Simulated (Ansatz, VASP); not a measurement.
**One calculation of Zn3S2O, two programs**

Contents of INCAR:

```
PREC = Accurate ; ENCUT = 520
EDIFF = 1E-6 ; ISMEAR = 0
SIGMA = 0.1 ; LREAL = False
LASPH = True ; NELM = 80
ALGO = Normal ; ISIF = 2
LWAVE = False ; LCHARG = False
GGA = PE ; NBANDS = 36
```

KPOINTS

```
Automatic mesh
0
Gamma
  6 6 6
```

File POSCAR:

```
Zn3S2O
1.0
   -1.8437090000      1.8437090000      7.5798089000
    1.8437090000     -1.8437090000      7.5798089000
    1.8437090000      1.8437090000     -7.5798089000
Zn S O
3 2 1
Direct
    0.6866910000      0.6866910000      0.0000000000
    0.3133090000      0.3133090000      0.0000000000
    0.0000000000      0.0000000000      0.0000000000
    0.4064980000      0.9064980000      0.5000000000
    0.0935020000      0.5935020000      0.5000000000
    0.7500000000      0.2500000000      0.5000000000
```

Input for Ansatz:

```yaml
crystal:
  lattice:
    - [-1.843709, 1.843709, 7.5798089]
    - [1.843709, -1.843709, 7.5798089]
    - [1.843709, 1.843709, -7.5798089]
  atoms:
    - { symbol: Zn, position: [0.686691, 0.686691, 0.0] }
    - { symbol: Zn, position: [0.313309, 0.313309, 0.0] }
    - { symbol: Zn, position: [0.0, 0.0, 0.0] }
    - { symbol: S, position: [0.406498, 0.906498, 0.5] }
    - { symbol: S, position: [0.093502, 0.593502, 0.5] }
    - { symbol: O, position: [0.75, 0.25, 0.5] }
basis:
  ecutwfc: 420
kpoints:
  mp_grid: { grid: [6, 6, 6] }
hamiltonian:
  xc: pbe
scf:
  occupations: { method: gaussian, width: 0.1 }
  lower_state_search: "off"
output:
  forces: true
  stress: true
  eigenvalues: true
```

Alike in both runs: task single point; functional PBE; k mesh 6 × 6 × 6; occupations gaussian, width 0.1 eV; no spin polarisation.

|  | VASP | Ansatz |
| --- | --- | --- |
| version | VASP 6.6.1 | Ansatz 0.2.0 |
| potentials or method | VASP PAW PBE potentials, release 64 (Zn, S, O) | scalar-relativistic, plane waves, PAW |
| plane-wave cutoff (eV) | 520 | 420 |
| valence electrons in the cell | 54 | 54 |

Ansatz gave:

```
gap on the k mesh at the Fermi level (eV)       : 1.11
least direct gap on the mesh (eV)               : 1.11
pressure (GPa)                                  : 0.0
largest component of the traceless stress (GPa) : 0.03
rms of the force components (eV/Å)              : 0.000
```

Q: Which values does VASP return?

A: gap on the k mesh at the Fermi level (eV): 1.11; least direct gap on the mesh (eV): 1.11; pressure (GPa): 0.2; largest component of the traceless stress (GPa): 0.06; rms of the force components (eV/Å): 0.007.

Atom by atom the forces differ by 0.007 eV/Å (rms over components).

A k mesh can miss the band edges. A hybrid or GW would open this gap; PBE tends to underestimate it.
